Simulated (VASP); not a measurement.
# ZrWN2 (R-3m) in VASP: reference runs

Reference runs on ZrWN2: the cell as given.

All numbers are computed with VASP 6.6.1; they aren't measurements. Logs are shortened: lines on timing, memory, paths and dates and some standing lists are left out, and cuts for length are marked.

### Step 1. The structure

The structure is trigonal, space group R-3m (No. 166). Conventional cell: a = 3.181 Å, b = 3.181 Å, c = 15.157 Å, α = 90.00°, β = 90.00°, γ = 120.00°. Zr (site symmetry -3m) is surrounded by 6 N at 2.26 Å. W (site symmetry -3m) has 6 N at 2.20 Å as nearest neighbours. Around N (site symmetry 3m) lie 3 W at 2.20 Å and 3 Zr at 2.26 Å.

The cell was built by a generator and needn't be a form met in nature.

### Step 2. Single point, PBE

File INCAR:

```
PREC     = Accurate       # precision mode
ENCUT    = 520            # plane-wave cutoff, eV
EDIFF    = 1E-7           # SCF threshold, eV
ISMEAR   = -1             # smearing method
SIGMA    = 0.05           # smearing width, eV
LREAL    = False          # projectors in reciprocal space
LASPH    = True           # aspherical terms in the spheres
NELM     = 100            # most SCF steps
ALGO     = Normal         # electronic algorithm
ISIF     = 2              # what is computed and relaxed
LWAVE    = False          # write WAVECAR
LCHARG   = True           # write CHGCAR
GGA      = PE             # functional
LELF     = True           # ELF
LVHAR    = True         
NBANDS   = 26             # bands
```

File KPOINTS:

```
regular mesh
0
Gamma
  10 10 10
```

File POSCAR:

```
ZrWN2
1.0
    1.5904700000      0.9182600000      5.0524100000
   -1.5904700000      0.9182600000      5.0524100000
    0.0000000000     -1.8365200000      5.0524100000
Zr W N
1 1 2
Direct
    0.5000000000      0.5000000000      0.5000000000
    0.0000000000      0.0000000000      0.0000000000
    0.7463100000      0.7463100000      0.7463100000
    0.2536900000      0.2536900000      0.2536900000
```

Potentials or basis: VASP PAW PBE potentials, release 64 (Zr_sv, W_sv, N).

Started as:

```sh
cat potpaw_PBE.64/Zr_sv/POTCAR potpaw_PBE.64/W_sv/POTCAR potpaw_PBE.64/N/POTCAR > POTCAR
mpirun -np 1 vasp_std > vasp.out
```

OUTCAR:

```text
PREC = Accurate
   ENCUT = 520
   EDIFF = 1E-7
   ISMEAR = -1
   LREAL = False
   LASPH = True
   NELM = 100
   ISIF = 2
   GGA = PE

 ion  position               nearest neighbor table
   1  0.500  0.500  0.500-   4 2.26   4 2.26   3 2.26   3 2.26   4 2.26   3 2.26   2 3.12   2 3.12
                             2 3.12   2 3.12   2 3.12   2 3.12
   2  0.000  0.000  0.000-   3 2.20   3 2.20   4 2.20   4 2.20   3 2.20   4 2.20   1 3.12   1 3.12
                             1 3.12   1 3.12   1 3.12   1 3.12
   3  0.746  0.746  0.746-   2 2.20   2 2.20   2 2.20   1 2.26   1 2.26   1 2.26
   4  0.254  0.254  0.254-   2 2.20   2 2.20   2 2.20   1 2.26   1 2.26   1 2.26

  LATTYP: Found a trigonal (rhomboedric) cell.
 ALAT       =     5.3758388235
 COS(alpha) =     0.8249389103

  Lattice vectors:

 A1 = (   1.5904700000,   0.9182600000,   5.0524100000)
 A2 = (  -1.5904700000,   0.9182600000,   5.0524100000)
 A3 = (   0.0000000000,  -1.8365200000,   5.0524100000)

Analysis of symmetry for initial positions (statically):
=====================================================================
 Subroutine PRICEL returns:
 Original cell was already a primitive cell.

 Routine SETGRP: Setting up the symmetry group for a
 trigonal (rhombohedral) supercell.

 Subroutine GETGRP returns: Found 12 space group operations
 (whereof 12 operations were pure point group operations)
 out of a pool of 12 trial point group operations.

The static configuration has the point symmetry D_3d.

Analysis of symmetry for dynamics (positions and initial velocities):
=====================================================================
 Subroutine PRICEL returns:
 Original cell was already a primitive cell.

 Routine SETGRP: Setting up the symmetry group for a
 trigonal (rhombohedral) supercell.

 Subroutine GETGRP returns: Found 12 space group operations
 (whereof 12 operations were pure point group operations)
 out of a pool of 12 trial point group operations.

The dynamic configuration has the point symmetry D_3d.

 Subroutine INISYM returns: Found 12 space group operations
 (whereof 12 operations are pure point group operations),
 and found     1 'primitive' translations

----------------------------------------------------------------------------------------

                                     Primitive cell

  volume of cell :      44.2732

  direct lattice vectors                    reciprocal lattice vectors
     1.590470000  0.918260000  5.052410000     0.314372481  0.181502697  0.065975116
    -1.590470000  0.918260000  5.052410000    -0.314372481  0.181502697  0.065975116
     0.000000000 -1.836520000  5.052410000     0.000000000 -0.363005394  0.065975116

  length of vectors
     5.375838824  5.375838824  5.375839704     0.368952574  0.368952574  0.368952073

  position of ions in fractional coordinates (direct lattice)
     0.500000000  0.500000000  0.500000000
     0.000000000  0.000000000  0.000000000
     0.746310000  0.746310000  0.746310000
     0.253690000  0.253690000  0.253690000

  ion indices of the primitive-cell ions
   primitive index   ion index
                 1           1
                 2           2
                 3           3
                 4           4

----------------------------------------------------------------------------------------

 KPOINTS: regular mesh

Automatic generation of k-mesh.
 Grid dimensions read from file:
 generate k-points for:   10   10   10

 Generating k-lattice:

  Cartesian coordinates                     Fractional coordinates (reciprocal lattice)
     0.031437248  0.018150270  0.006597512     0.100000000  0.000000000  0.000000000
    -0.031437248  0.018150270  0.006597512     0.000000000  0.100000000  0.000000000
     0.000000000 -0.036300539  0.006597512     0.000000000  0.000000000  0.100000000

  Length of vectors
     0.036895257  0.036895257  0.036895207

  Shift w.r.t. Gamma in fractional coordinates (k-lattice)
     0.000000000  0.000000000  0.000000000

 Subroutine IBZKPT returns following result:
 ===========================================

 Found    116 irreducible k-points:

 Following reciprocal coordinates:
            Coordinates               Weight
  0.000000  0.000000  0.000000      1.000000
  0.100000  0.000000  0.000000      6.000000
  0.200000  0.000000  0.000000      6.000000
  0.300000  0.000000  0.000000      6.000000
  0.400000  0.000000  0.000000      6.000000
  0.500000  0.000000 -0.000000      3.000000
[... 16 lines left out ...]
  0.300000  0.300000  0.000000      6.000000
  0.400000  0.300000  0.000000     12.000000
 [... further k-points ...]
   k-points           NKPTS =    116   k-points in BZ     NKDIM =    116   number of bands    NBANDS=     26
   number of dos      NEDOS =    301   number of ions     NIONS =      4
   total plane-waves  NPLWV =  64000
   dimension x,y,z NGX =    40 NGY =   40 NGZ =   40
   dimension x,y,z NGXF=    80 NGYF=   80 NGZF=   80
   ions per type =               1   1   2
   NGX,Y,Z   is equivalent  to a cutoff of  12.37, 12.37, 12.37 a.u.
   NGXF,Y,Z  is equivalent  to a cutoff of  24.74, 24.74, 24.74 a.u.
 SYSTEM =  unknown system
   PREC   = accura    normal or accurate (medium, high low for compatibility)
   ISTART =      0    job   : 0-new  1-cont  2-samecut
   ICHARG =      2    charge: 1-file 2-atom 10-const
   ISPIN  =      1    spin polarized calculation?
   LNONCOLLINEAR =      F non collinear calculations
   LSORBIT =      F    spin-orbit coupling
   LASPH  =      T    aspherical Exc in radial PAW
   ENCUT  =  520.0 eV  38.22 Ry    6.18 a.u.  10.00 10.00 10.00*2*pi/ulx,y,z
   NELM   =    100;   NELMIN=  2; NELMDL= -5     # of ELM steps
   EDIFF  = 0.1E-06   stopping-criterion for ELM
[... 8 lines left out ...]
   TEBEG  =    0.0;   TEEND  =   0.0 temperature during run
   PSTRESS=    0.0 pullay stress
   NELECT =      36.0000    total number of electrons
   NUPDOWN=      -1.0000    fix difference up-down
   EMIN   =  10.00;   EMAX   =-10.00  energy-range for DOS
   EFERMI =   0.00;   METHOD = LEGACY
   ISMEAR =    -1;   SIGMA  =   0.05  broadening in eV -4-tet -1-fermi 0-gaus
   EFERMI_NEDOS =   21; number of points for ismear=-14 and -15
   IALGO  =     38    algorithm
   IMIX   =      4    mixing-type and parameters
     AMIX     =   0.40;   BMIX     =  1.00
     AMIX_MAG =   1.60;   BMIX_MAG =  1.00
  volume/ion in A,a.u.               =      11.07        74.69
  Fermi-wavevector in a.u.,A,eV,Ry     =   1.528019  2.887537 31.767442  2.334841
  Thomas-Fermi vector in A             =   2.635835
   LORBIT       =      0    0 simple, 1 ext, 2 COOP (PROOUT), +10 PAW based schemes
   GGA     = PE    functional components
   LHFCALC =     F    Hartree Fock is set to
   AEXX    =    0.0000 exact exchange contribution
   IVDW    =     0    specifies the selected vdW correction
   LEPSILON=     F    determine dielectric tensor
   LRPA    =     F    only Hartree local field effects (RPA)
 non-spin polarized calculation
  energy-cutoff  :      520.00
  volume of cell :       44.27
 maximum number of plane-waves:      1205
   NGX = 19   NGY = 19   NGZ = 19

 number of electron      36.0000001 magnetization

 Free energy of the ion-electron system (eV)
  ---------------------------------------------------
  ext. energy  EPLUGINS =         0.00000000
  ---------------------------------------------------
  free energy    TOTEN  =       -41.30303244 eV

  energy without entropy =      -41.28734418  energy(sigma->0) =      -41.29518831

 E-fermi :  12.7445     XC(G=0): -13.2075

 val. band max:       12.7443417631   @ k =  -0.2000   0.4000   0.2000
 cond. band min:      12.7474726280   @ k =  -0.3000   0.3000   0.1000
 fundamental gap:      0.0031308650
 Fermi energy:        12.7444746714

 k-point     1 :       0.0000    0.0000    0.0000
  band No.  band energies     occupation
      1     -62.8663      2.00000
      2     -37.1870      2.00000
      3     -27.1047      2.00000
      4     -26.9707      2.00000
      5     -26.9707      2.00000
      6     -15.5488      2.00000
[... 18 lines left out ...]
     25      15.4086      0.00000
     26      16.7447      0.00000

 k-point     2 :       0.1000    0.0000    0.0000
  band No.  band energies     occupation
      1     -62.8646      2.00000
      2     -37.1758      2.00000
      3     -27.0977      2.00000
      4     -27.0053      2.00000
      5     -26.9785      2.00000
      6     -15.5283      2.00000
[... 18 lines left out ...]
     25      15.7704      0.00000
     26      17.5885      0.00000

 k-point     3 :       0.2000    0.0000    0.0000
  band No.  band energies     occupation
      1     -62.8602      2.00000
      2     -37.1465      2.00000
      3     -27.0956      2.00000
      4     -27.0787      2.00000
      5     -26.9990      2.00000
      6     -15.4740      2.00000
[... 18 lines left out ...]
     25      17.2206      0.00000
     26      17.8614      0.00000

 k-point     4 :       0.3000    0.0000    0.0000
  band No.  band energies     occupation
      1     -62.8549      2.00000
      2     -37.1100      2.00000
      3     -27.2040      2.00000
      4     -27.0563      2.00000
      5     -27.0243      2.00000
      6     -15.5656      2.00000
[... 18 lines left out ...]
     25      16.7462      0.00000
     26      19.0490      0.00000

 k-point     5 :       0.4000    0.0000    0.0000
  band No.  band energies     occupation
      1     -62.8506      2.00000
      2     -37.0803      2.00000
      3     -27.2906      2.00000
      4     -27.0445      2.00000
      5     -27.0378      2.00000
      6     -15.8079      2.00000
[... 18 lines left out ...]
     25      17.3917      0.00000
     26      18.3645      0.00000

 k-point     6 :       0.5000    0.0000   -0.0000
  band No.  band energies     occupation
      1     -62.8489      2.00000
      2     -37.0688      2.00000
      3     -27.3233      2.00000
      4     -27.0523      2.00000
      5     -27.0308      2.00000
      6     -15.8983      2.00000
[... 427 lines left out ...]
 k-point    21 :      -0.3000    0.2000   -0.0000
  band No.  band energies     occupation
      1     -62.8489      2.00000
      2     -37.0687      2.00000
      3     -27.2657      2.00000
      4     -27.1129      2.00000
      5     -27.0324      2.00000
      6     -15.7289      2.00000
[... 18 lines left out ...]
     25      17.4348      0.00000
     26      19.5017      0.00000

 k-point    22 :      -0.2000    0.2000    0.0000
  band No.  band energies     occupation
      1     -62.8524      2.00000
      2     -37.0929      2.00000
      3     -27.2215      2.00000
      4     -27.0702      2.00000
      5     -27.0464      2.00000
      6     -15.6072      2.00000
[... 18 lines left out ...]
     25      17.6404      0.00000
     26      19.0147      0.00000

 k-point    23 :       0.3000    0.3000    0.0000
  band No.  band energies     occupation
      1     -62.8549      2.00000
      2     -37.1100      2.00000
      3     -27.2053      2.00000
      4     -27.0568      2.00000
      5     -27.0245      2.00000
      6     -15.5607      2.00000
[... 18 lines left out ...]
     25      17.7001      0.00000
     26      17.9305      0.00000

 k-point    24 :       0.4000    0.3000    0.0000
  band No.  band energies     occupation
      1     -62.8519      2.00000
      2     -37.0893      2.00000
      3     -27.2510      2.00000
      4     -27.0546      2.00000
      5     -27.0442      2.00000
      6     -15.6787      2.00000
[... 18 lines left out ...]
     25      17.6343      0.00000
     26      18.3910      0.00000

 [... further k-points ...]

------------------------ aborting loop because EDIFF is reached ----------------------------------------

  FORCE on cell =-STRESS in cart. coord.  units (eV):
  Direction    XX          YY          ZZ          XY          YZ          ZX
  --------------------------------------------------------------------------------------
  -------------------------------------------------------------------------------------
  Total        0.1259247      0.1259252      0.3187534      0.0000000      0.0000000      0.0000000
  in kB        4.5570160      4.5570331     11.5351809      0.0000000      0.0000000      0.0000000
  external PRESSURE =       6.8830767 kB  Pullay stress =       0.0000000 kB

 VOLUME and BASIS-vectors are now :
 -----------------------------------------------------------------------------
  energy-cutoff  :      520.00
  volume of cell :       44.27
      direct lattice vectors                 reciprocal lattice vectors
     1.590470000  0.918260000  5.052410000     0.314372481  0.181502697  0.065975116
    -1.590470000  0.918260000  5.052410000    -0.314372481  0.181502697  0.065975116
     0.000000000 -1.836520000  5.052410000     0.000000000 -0.363005394  0.065975116

 POSITION                                       TOTAL-FORCE (eV/Angst)
 -----------------------------------------------------------------------------------
      0.00000      0.00000      7.57862         0.000000      0.000000     -0.000000
      0.00000      0.00000      0.00000        -0.000000      0.000000      0.000000
      0.00000      0.00000     11.31199         0.000000      0.000000      0.029059
      0.00000      0.00000      3.84524         0.000000     -0.000000     -0.029059
 -----------------------------------------------------------------------------------
    total drift:                               -0.000000      0.000000     -0.000000

  FREE ENERGIE OF THE ION-ELECTRON SYSTEM (eV)
  ---------------------------------------------------
  free  energy   TOTEN  =       -41.3030324431 eV

  energy  without entropy=      -41.2873441790  energy(sigma->0) =      -41.29518831
```

It took 6.1 min on 1 thread of Intel Xeon Platinum 8259CL at 2.50GHz (Skylake/Cascade Lake), shared host; peak memory 0.33 GiB.

What came out:

| Quantity | Value |
| --- | --- |
| Free energy | -41.3030 eV |
| Pressure | 0.7 GPa |
| Largest force | 0.029 eV/Å |
| Band gap on the k mesh | none (metal or under the smearing width) |

Forces on the atoms (eV/Å):
```
Zr   0.000  0.000  0.000
W    0.000  0.000  0.000
N    0.000  0.000  0.029
N    0.000  0.000 -0.029
```

Spin-orbit coupling is left out, which matters for the levels of W.
